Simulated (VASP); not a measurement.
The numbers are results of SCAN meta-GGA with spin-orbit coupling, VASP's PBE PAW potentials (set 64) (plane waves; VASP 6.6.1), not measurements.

VASP input:

KPOINTS_OPT:
```
k-points along high-symmetry lines
5
Line-mode
Reciprocal
  0.000000   0.000000   0.000000 ! GAMMA
  0.500000   0.000000   0.000000 ! M

  0.500000   0.000000   0.000000 ! M
  0.333333   0.333333   0.000000 ! K

  0.333333   0.333333   0.000000 ! K
  0.000000   0.000000   0.000000 ! GAMMA

  0.000000   0.000000   0.000000 ! GAMMA
  0.000000   0.000000   0.500000 ! A

  0.000000   0.000000   0.500000 ! A
  0.500000   0.000000   0.500000 ! L

  0.500000   0.000000   0.500000 ! L
  0.333333   0.333333   0.500000 ! H

  0.333333   0.333333   0.500000 ! H
  0.000000   0.000000   0.500000 ! A

  0.500000   0.000000   0.500000 ! L
  0.500000   0.000000   0.000000 ! M

  0.333333   0.333333   0.500000 ! H
  0.333333   0.333333   0.000000 ! K
```

POSCAR:
```
Ag
9.5187210
  0.3014443294   0.0000000000   0.0000000000
 -0.1507221647   0.2610584044   0.0000000000
  0.0000000000   0.0000000000   0.5000000089
Ag
2
Cartesian
 -0.0000001507   0.1740390233   0.1250000022
  0.1507223154   0.0870193811   0.3750000067
```

**INCAR**
```
! general
SYSTEM     = Ag
PREC       = Accurate
ENCUT      = 400
LREAL      = .FALSE.
LASPH      = .TRUE.

! electronic loop
EDIFF      = 1E-6
NELM       = 100
ALGO       = Normal
LMAXMIX    = 4
LMIXTAU    = .TRUE.

! smearing
ISMEAR     = 0
SIGMA      = 0.05

! functional
METAGGA    = SCAN
GGA_COMPAT = .FALSE.

! spin
MAGMOM     = 6*0
LSORBIT    = .TRUE.

! output
LWAVE      = .FALSE.
LCHARG     = .FALSE.
```

KPOINTS:
```
Automatic mesh
0
G
13 13 7
```

POTCAR, in this order: Ag (PBE.64 set). Program: vasp_ncl.

Output of the run:

File OUTCAR:
```
 ion  position               nearest neighbor table
   1  0.333  0.667  0.250-   2 2.90   2 2.90   2 2.90   2 2.90   2 2.90   2 2.90
   2  0.667  0.333  0.750-   1 2.90   1 2.90   1 2.90   1 2.90   1 2.90   1 2.90
  LATTYP: Found a hexagonal cell.
 ALAT       =     2.8693644688
 C/A-ratio  =     1.6586810899
 Subroutine PRICEL returns:
 Original cell was already a primitive cell.
 Subroutine GETGRP returns: Found 24 space group operations
The static configuration has the point symmetry D_3d.
 The point group associated with its full space group is D_6h.
The dynamic configuration has the point symmetry D_3d.
The overall configuration has the point symmetry D_3d.
 Subroutine INISYM returns: Found 24 space group operations
 Subroutine IBZKPT returns following result:
 Found     84 irreducible k-points:

 Following reciprocal coordinates:
            Coordinates               Weight
  0.000000  0.000000  0.000000      1.000000
  0.076923  0.000000  0.000000      6.000000
  0.153846  0.000000  0.000000      6.000000
  0.230769  0.000000  0.000000      6.000000
  0.307692  0.000000  0.000000      6.000000
  0.384615  0.000000  0.000000      6.000000
  0.461538  0.000000  0.000000      6.000000
  0.076923  0.076923  0.000000      6.000000
  0.153846  0.076923  0.000000     12.000000
  0.230769  0.076923  0.000000     12.000000
  0.307692  0.076923  0.000000     12.000000
  0.384615  0.076923  0.000000     12.000000
  0.461538  0.076923  0.000000      6.000000
  0.153846  0.153846  0.000000      6.000000
  0.230769  0.153846  0.000000     12.000000
  0.307692  0.153846  0.000000     12.000000
  0.384615  0.153846  0.000000     12.000000
  0.230769  0.230769  0.000000      6.000000
  0.307692  0.230769  0.000000     12.000000
  0.384615  0.230769  0.000000      6.000000
  0.307692  0.307692  0.000000      6.000000
  0.000000  0.000000  0.142857      2.000000
  0.076923  0.000000  0.142857     12.000000
  0.153846  0.000000  0.142857     12.000000
  0.230769  0.000000  0.142857     12.000000
  0.307692  0.000000  0.142857     12.000000
  0.384615  0.000000  0.142857     12.000000
  0.461538  0.000000  0.142857     12.000000
  0.076923  0.076923  0.142857     12.000000
  0.153846  0.076923  0.142857     24.000000
  0.230769  0.076923  0.142857     24.000000
  0.307692  0.076923  0.142857     24.000000
  0.384615  0.076923  0.142857     24.000000
  0.461538  0.076923  0.142857     12.000000
  0.153846  0.153846  0.142857     12.000000
  0.230769  0.153846  0.142857     24.000000
  0.307692  0.153846  0.142857     24.000000
  0.384615  0.153846  0.142857     24.000000
  0.230769  0.230769  0.142857     12.000000
  0.307692  0.230769  0.142857     24.000000
   k-points           NKPTS =     84   k-points in BZ     NKDIM =     84   number of bands    NBANDS=     30
   number of dos      NEDOS =    301   number of ions     NIONS =      2
   total plane-waves  NPLWV =  12800
   dimension x,y,z NGX =    20 NGY =   20 NGZ =   32
   dimension x,y,z NGXF=    40 NGYF=   40 NGZF=   64
   ions per type =               2
   PREC   = accura    normal or accurate (medium, high low for compatibility)
   ISTART =      0    job   : 0-new  1-cont  2-samecut
   ICHARG =      2    charge: 1-file 2-atom 10-const
   ISPIN  =      1    spin polarized calculation?
   LNONCOLLINEAR =      T non collinear calculations
   LSORBIT =      T    spin-orbit coupling
   INIWAV =      1    electr: 0-lowe 1-rand  2-diag
   ENCUT  =  400.0 eV  29.40 Ry    5.42 a.u.   4.68  4.68  7.76*2*pi/ulx,y,z
   NELM   =    100;   NELMIN=  2; NELMDL= -5     # of ELM steps
   EDIFF  = 0.1E-05   stopping-criterion for ELM
...
```

File OSZICAR:
```
       N       E                     dE             d eps       ncg     rms          rms(c)
DAV:   1     0.663943128279E+02    0.66394E+02   -0.10069E+04  5040   0.123E+03
DAV:   2    -0.677546371039E+02   -0.13415E+03   -0.12729E+03  5232   0.303E+02
DAV:   3    -0.706547126371E+02   -0.29001E+01   -0.28873E+01  5854   0.508E+01
DAV:   4    -0.706654736127E+02   -0.10761E-01   -0.10760E-01  5448   0.306E+00
DAV:   5    -0.706655790106E+02   -0.10540E-03   -0.10540E-03  5724   0.316E-01    0.988E+00
DAV:   6    -0.633722634765E+02    0.72933E+01   -0.13423E+01  5232   0.462E+01    0.776E+00
DAV:   7    -0.628167704247E+02    0.55549E+00   -0.46784E-01  5358   0.872E+00    0.354E+00
DAV:   8    -0.627870436574E+02    0.29727E-01   -0.26744E-01  5070   0.619E+00    0.167E+00
DAV:   9    -0.628048430020E+02   -0.17799E-01   -0.14136E-01  5052   0.466E+00    0.236E-01
DAV:  10    -0.628012792219E+02    0.35638E-02   -0.38773E-03  5636   0.631E-01    0.792E-02
DAV:  11    -0.628021116471E+02   -0.83243E-03   -0.44060E-03  5406   0.641E-01    0.110E-01
DAV:  12    -0.628032904006E+02   -0.11788E-02   -0.57768E-04  5358   0.289E-01    0.449E-02
DAV:  13    -0.628030557365E+02    0.23466E-03   -0.21013E-04  5298   0.178E-01    0.488E-02
DAV:  14    -0.628036213028E+02   -0.56557E-03   -0.18222E-04  5142   0.153E-01    0.547E-03
DAV:  15    -0.628036297345E+02   -0.84318E-05   -0.94061E-06  5672   0.292E-02    0.687E-03
DAV:  16    -0.628036279631E+02    0.17714E-05   -0.75054E-08  2928   0.281E-03    0.655E-03
DAV:  17    -0.628036150637E+02    0.12899E-04   -0.51637E-07  3000   0.715E-03    0.327E-03
DAV:  18    -0.628035996248E+02    0.15439E-04   -0.12546E-07  2592   0.357E-03    0.207E-03
DAV:  19    -0.628036032079E+02   -0.35830E-05   -0.18928E-08  2544   0.152E-03    0.158E-03
DAV:  20    -0.628036060462E+02   -0.28383E-05   -0.55134E-09  2538   0.746E-04    0.667E-04
DAV:  21    -0.628036085690E+02   -0.25228E-05   -0.33858E-09  2538   0.681E-04    0.934E-05
DAV:  22    -0.628036083988E+02    0.17024E-06   -0.25773E-10  2538   0.161E-04
   1 F= -.62803608E+02 E0= -.62803044E+02  d E =-.112964E-02  mag=     0.0000    -0.0000     0.0000
       N       E                     dE             ncg
```

OUTCAR:
```
------------------------ aborting loop because EDIFF is reached ----------------------------------------
  FORCE on cell =-STRESS in cart. coord.  units (eV):
  Direction    XX          YY          ZZ          XY          YZ          ZX
  --------------------------------------------------------------------------------------
  Total       -0.0291104     -0.0291104     -0.0235893      0.0000000     -0.0000000      0.0000000
  in kB       -1.3743844     -1.3743839     -1.1137173      0.0000000     -0.0000000      0.0000000
  external PRESSURE =      -1.2874952 kB  Pullay stress =       0.0000000 kB
  volume of cell :       33.94
      direct lattice vectors                 reciprocal lattice vectors
     2.869364469  0.000000000  0.000000000     0.348509229  0.201211930  0.000000000
    -1.434682234  2.484942116  0.000000000     0.000000000  0.402423861  0.000000000
     0.000000000  0.000000000  4.759360584     0.000000000  0.000000000  0.210112258
 POSITION                                       TOTAL-FORCE (eV/Angst)
 -----------------------------------------------------------------------------------
     -0.00000      1.65663      1.18984         0.000000     -0.000000      0.000000
      1.43468      0.82831      3.56952        -0.000000      0.000000     -0.000000
 -----------------------------------------------------------------------------------
    total drift:                                0.000000     -0.000000     -0.000000
  FREE ENERGIE OF THE ION-ELECTRON SYSTEM (eV)
  ---------------------------------------------------
  free  energy   TOTEN  =       -62.8036083988 eV

  energy  without entropy=      -62.8024787588  energy(sigma->0) =      -62.80304358

 Ion:    1  E_soc:     -0.0521493

 Ion:    2  E_soc:     -0.0521493
```
(Selected blocks of OUTCAR.)

The structure comes from a measured Ag entry (P6_3/mmc) of the Crystallography Open Database, whose conditions weren't checked. It was relaxed first.
